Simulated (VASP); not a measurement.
Calculation: PBEsol GGA, VASP's PBE PAW potentials (set 64) (plane waves; VASP).

The input files of a VASP run:

### POSCAR
```
SrCl2(111) slab
1
    4.8926820849     0.0000000000     0.0000000000
   -2.4463415381     4.2371876591     0.0000000000
    0.0000000000     0.0000000000    26.8541269540
Cl Sr
6 3
Direct
  0.6666670000   0.3333330000   0.3123025443
  0.3333330000   0.6666670000   0.4629303204
  0.0000000000   1.0000000000   0.3892201686
  1.0000000000   0.0000000000   0.6107798314
  0.6666670000   0.3333330000   0.5370696796
  0.3333330000   0.6666670000   0.6876974557
  0.3333330000   0.6666670000   0.3526154865
  0.0000000000   0.0000000000   0.5000000000
  0.6666670000   0.3333330000   0.6473845135
```

### KPOINTS
```
Automatic mesh
0
Gamma
5 5 1
0 0 0
```

**INCAR**
```
SYSTEM  =  SrCl2(111) slab
PREC  =  Normal; ENCUT  =  400; LREAL  =  .False.
LASPH  =  .True.
EDIFF  =  1E-6; NELM  =  100; NELMIN  =  4
ALGO  =  Normal; LMAXMIX  =  4
ISMEAR  =  0; SIGMA  =  0.05
GGA  =  PS
LWAVE  =  .False.; LCHARG  =  .False.; LORBIT  =  11
LVHAR  =  .True.
DIPOL  =  0.5 0.5 0.5
LDIPOL  =  .True.; IDIPOL  =  3
```

POTCAR, in this order: Cl Sr_sv (PBE.64 set). Program: vasp_std. Read from the step before: WAVECAR.

The resulting files:

OUTCAR:
```
 ion  position               nearest neighbor table
   1  0.667  0.333  0.312-   7 3.03   7 3.03   7 3.03
   2  0.333  0.667  0.463-   7 2.96   8 3.00   8 3.00   8 3.00
   3  0.000  0.000  0.389-   8 2.97   7 2.99   7 2.99   7 2.99
   4  0.000  0.000  0.611-   8 2.97   9 2.99   9 2.99   9 2.99
   5  0.667  0.333  0.537-   9 2.96   8 3.00   8 3.00   8 3.00
   6  0.333  0.667  0.688-   9 3.03   9 3.03   9 3.03
   7  0.333  0.667  0.353-   2 2.96   3 2.99   3 2.99   3 2.99   1 3.03   1 3.03   1 3.03   8 4.86
                             8 4.86   8 4.86
   8  0.000  0.000  0.500-   3 2.97   4 2.97   2 3.00   5 3.00   5 3.00   2 3.00   5 3.00   2 3.00
                             7 4.86   9 4.86   9 4.86   7 4.86   7 4.86   9 4.86
   9  0.667  0.333  0.647-   5 2.96   4 2.99   4 2.99   4 2.99   6 3.03   6 3.03   6 3.03   8 4.86
                             8 4.86   8 4.86
  LATTYP: Found a hexagonal cell.
 ALAT       =     4.8926820849
 C/A-ratio  =     5.4886310796
 Subroutine PRICEL returns:
 Original cell was already a primitive cell.
 Subroutine GETGRP returns: Found 12 space group operations
The static configuration has the point symmetry D_3d.
The dynamic configuration has the point symmetry D_3d.
 Subroutine INISYM returns: Found 12 space group operations
 Subroutine IBZKPT returns following result:
 Found      5 irreducible k-points:

 Following reciprocal coordinates:
            Coordinates               Weight
  0.000000  0.000000  0.000000      1.000000
  0.200000  0.000000  0.000000      6.000000
  0.400000  0.000000  0.000000      6.000000
  0.200000  0.200000  0.000000      6.000000
  0.400000  0.200000  0.000000      6.000000
   k-points           NKPTS =      5   k-points in BZ     NKDIM =      5   number of bands    NBANDS=     43
   number of dos      NEDOS =    301   number of ions     NIONS =      9
   total plane-waves  NPLWV =  80640
   dimension x,y,z NGX =    24 NGY =   24 NGZ =  140
   dimension x,y,z NGXF=    48 NGYF=   48 NGZF=  280
   ions per type =               6   3
   PREC   = normal    normal or accurate (medium, high low for compatibility)
   ISTART =      1    job   : 0-new  1-cont  2-samecut
...
```

OSZICAR:
```
       N       E                     dE             d eps       ncg     rms          rms(c)
DAV:   1    -0.394848336086E+02   -0.39485E+02   -0.81597E-05   544   0.665E-02    0.180E-02
DAV:   2    -0.394848340764E+02   -0.46780E-06   -0.26728E-05   596   0.204E-02    0.118E-02
DAV:   3    -0.394848325909E+02    0.14855E-05   -0.21773E-06   428   0.117E-02    0.479E-03
DAV:   4    -0.394848317811E+02    0.80978E-06   -0.24542E-06   444   0.110E-02
   1 F= -.39484832E+02 E0= -.39484832E+02  d E =-.913320E-19
```

### OUTCAR
```
------------------------ aborting loop because EDIFF is reached ----------------------------------------
  FORCE on cell =-STRESS in cart. coord.  units (eV):
  Direction    XX          YY          ZZ          XY          YZ          ZX
  --------------------------------------------------------------------------------------
  Total       -2.6550461     -2.6550469      0.0809310      0.0000003      0.0000000      0.0000000
  in kB       -7.6409422     -7.6409446      0.2329110      0.0000009      0.0000000      0.0000000
  external PRESSURE =      -5.0163253 kB  Pullay stress =       0.0000000 kB
  volume of cell :      556.72
      direct lattice vectors                 reciprocal lattice vectors
     4.892682085  0.000000000  0.000000000     0.204386875  0.118002822  0.000000000
    -2.446341538  4.237187659  0.000000000     0.000000000  0.236005596  0.000000000
     0.000000000  0.000000000 26.854126954     0.000000000  0.000000000  0.037238224
 POSITION                                       TOTAL-FORCE (eV/Angst)
 -----------------------------------------------------------------------------------
      2.44634      1.41239      8.38661        -0.000000      0.000000     -0.007148
     -0.00000      2.82479     12.43159         0.000000     -0.000000      0.002285
      0.00000      0.00000     10.45217        -0.000000     -0.000000     -0.011236
      0.00000      0.00000     16.40196        -0.000000      0.000000      0.011236
      2.44634      1.41239     14.42254        -0.000000      0.000000     -0.002285
     -0.00000      2.82479     18.46751         0.000000     -0.000000      0.007148
     -0.00000      2.82479      9.46918        -0.000000      0.000000     -0.006109
      0.00000      0.00000     13.42706        -0.000000      0.000000     -0.000000
      2.44634      1.41239     17.38495         0.000000     -0.000000      0.006109
 -----------------------------------------------------------------------------------
    total drift:                                0.000000     -0.000000      0.000000
  FREE ENERGIE OF THE ION-ELECTRON SYSTEM (eV)
  ---------------------------------------------------
  free  energy   TOTEN  =       -39.4848317811 eV

  energy  without entropy=      -39.4848317811  energy(sigma->0) =      -39.48483178

 total charge

# of ion       s       p       d       tot
------------------------------------------
    1        1.580   3.531   0.000   5.111
    2        1.582   3.554   0.000   5.137
    3        1.582   3.554   0.000   5.136
    4        1.582   3.554   0.000   5.136
    5        1.582   3.554   0.000   5.137
    6        1.580   3.531   0.000   5.111
    7        1.996   5.734   0.154   7.884
    8        1.997   5.740   0.167   7.904
    9        1.996   5.734   0.154   7.884
--------------------------------------------------
tot         15.478  38.488   0.475  54.441
```
(Selected blocks of OUTCAR.)

OUTCAR:
```
 val. band max:       -3.9107430126   @ k =   0.4000   0.0000   0.0000

 cond. band min:       1.3361307881   @ k =   0.0000   0.0000   0.0000


 Fermi energy:        -3.5991158811

 k-point     1 :       0.0000    0.0000    0.0000
  band No.  band energies     occupation
      1     -36.7186      2.00000
      2     -36.7186      2.00000
      3     -36.5763      2.00000
      4     -18.9871      2.00000
      5     -18.9118      2.00000
      6     -18.7095      2.00000
      7     -18.7063      2.00000
      8     -18.7063      2.00000
      9     -18.7059      2.00000
     10     -18.7058      2.00000
     11     -18.6184      2.00000
     12     -18.6184      2.00000
     13     -17.1040      2.00000
     14     -16.7223      2.00000
     15     -16.7176      2.00000
     16     -16.4173      2.00000
     17     -16.0372      2.00000
     18     -16.0191      2.00000
     19      -6.0336      2.00000
     20      -6.0336      2.00000
     21      -5.9695      2.00000
     22      -5.6482      2.00000
     23      -5.6482      2.00000
     24      -5.5394      2.00000
     25      -5.4330      2.00000
     26      -5.4330      2.00000
     27      -5.2762      2.00000
     28      -4.7759      2.00000
     29      -4.6794      2.00000
     30      -4.6794      2.00000
     31      -4.3220      2.00000
     32      -4.2860      2.00000
     33      -4.2860      2.00000
     34      -4.1896      2.00000
     35      -4.1812      2.00000
     36      -4.1812      2.00000
     37       1.3361      0.00000
     38       1.7347      0.00000
     39       2.2308      0.00000
     40       2.2308      0.00000
     41       2.5507      0.00000
     42       2.5507      0.00000
     43       2.5740      0.00000

 k-point     2 :       0.2000    0.0000    0.0000
  band No.  band energies     occupation
      1     -36.7178      2.00000
      2     -36.7177      2.00000
      3     -36.5754      2.00000
      4     -18.9666      2.00000
      5     -18.9203      2.00000
...
```

The cell is a thin slab with vacuum, built from SrCl2 (fluorite): (111) face.
